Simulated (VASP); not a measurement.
Computed with PBE GGA, VASP's PBE PAW potentials (set 64) (plane waves; VASP).

VASP input:

### KPOINTS
```
Automatic mesh
0
Gamma
1 1 1
0 0 0
```

**POSCAR**
```
In32P33
1
   11.9995217332     0.0000000000     0.0000000000
    0.0000000000    11.9995217332    -0.0000000000
   -0.0000000000    -0.0000000000    11.9995217332
In P
32 33
Direct
  0.5000000000   0.0000000000   0.0000000000
  0.7500000000   0.2500000000   0.0000000000
  0.7500000000   0.0000000000   0.2500000000
  0.0000000000   0.0000000000   0.0000000000
  0.2500000000   0.2500000000   0.0000000000
  0.5000000000   0.5000000000   0.0000000000
  0.7500000000   0.7500000000   0.0000000000
  0.2500000000   0.0000000000   0.2500000000
  0.5017240000   0.2541880000   0.2511650000
  0.7500000000   0.5000000000   0.2500000000
  0.5000000000   0.0000000000   0.5000000000
  0.7500000000   0.2500000000   0.5000000000
  0.7500000000   0.0000000000   0.7500000000
  0.0000000000   0.5000000000   0.0000000000
  0.2500000000   0.7500000000   0.0000000000
  0.0000000000   0.2500000000   0.2500000000
  0.2496540000   0.5003730000   0.2506520000
  0.5000000000   0.7500000000   0.2500000000
  0.0000000000   0.0000000000   0.5000000000
  0.2459330000   0.2466900000   0.4978310000
  0.4982190000   0.5003390000   0.4967140000
  0.7500000000   0.7500000000   0.5000000000
  0.2500000000   0.0000000000   0.7500000000
  0.5000000000   0.2500000000   0.7500000000
  0.7500000000   0.5000000000   0.7500000000
  0.0000000000   0.7500000000   0.2500000000
  0.0000000000   0.5000000000   0.5000000000
  0.2500000000   0.7500000000   0.5000000000
  0.0000000000   0.2500000000   0.7500000000
  0.2500000000   0.5000000000   0.7500000000
  0.5000000000   0.7500000000   0.7500000000
  0.0000000000   0.7500000000   0.7500000000
  0.6250000000   0.1250000000   0.1250000000
  0.8750000000   0.3750000000   0.1250000000
  0.8750000000   0.1250000000   0.3750000000
  0.1250000000   0.1250000000   0.1250000000
  0.3773270000   0.3754160000   0.1220890000
  0.6250000000   0.6250000000   0.1250000000
  0.8750000000   0.8750000000   0.1250000000
  0.3779000000   0.1258990000   0.3746200000
  0.6208970000   0.3719300000   0.3762380000
  0.8750000000   0.6250000000   0.3750000000
  0.6250000000   0.1250000000   0.6250000000
  0.8750000000   0.3750000000   0.6250000000
  0.8750000000   0.1250000000   0.8750000000
  0.1250000000   0.6250000000   0.1250000000
  0.3750000000   0.8750000000   0.1250000000
  0.1255730000   0.3750910000   0.3750570000
  0.3710420000   0.6224310000   0.3729800000
  0.6250000000   0.8750000000   0.3750000000
  0.1250000000   0.1250000000   0.6250000000
  0.3780200000   0.3708310000   0.6218020000
  0.6250000000   0.6250000000   0.6250000000
  0.8750000000   0.8750000000   0.6250000000
  0.3750000000   0.1250000000   0.8750000000
  0.6250000000   0.3750000000   0.8750000000
  0.8750000000   0.6250000000   0.8750000000
  0.1250000000   0.8750000000   0.3750000000
  0.1250000000   0.6250000000   0.6250000000
  0.3750000000   0.8750000000   0.6250000000
  0.1250000000   0.3750000000   0.8750000000
  0.3750000000   0.6250000000   0.8750000000
  0.6250000000   0.8750000000   0.8750000000
  0.1250000000   0.8750000000   0.8750000000
  0.3731450000   0.3734640000   0.3772690000
```

**INCAR**
```
SYSTEM = In32P33
PREC = Normal; ENCUT = 400; LREAL = Auto
LASPH = .True.; ISYM = 0; NELECT = 263.0
EDIFF = 1E-5; NELM = 100; NELMIN = 4
ALGO = Fast; LMAXMIX = 4
ISMEAR = 0; SIGMA = 0.05
GGA = PE
ISPIN = 2; MAGMOM = 65*0.0154; NUPDOWN = 1
IBRION = 2; NSW = 60; ISIF = 2
EDIFFG = -0.03
LWAVE = .False.; LCHARG = .False.; LORBIT = 10
```

POTCAR, in this order: In P (PBE.64 set). Program: vasp_gam.

### Question
What will the output report for the number of irreducible k-points (NKPTS), largest plane-wave count, FFT grid (NGX, NGY, NGZ)?

### Answer

```yaml
number of irreducible k-points (NKPTS): 1
largest_plane_wave_count: 15720
FFT grid (NGX, NGY, NGZ): 60 × 60 × 60
```

The cell is a supercell with a defect, built from InP (zinc blende): P_i, charge -2.
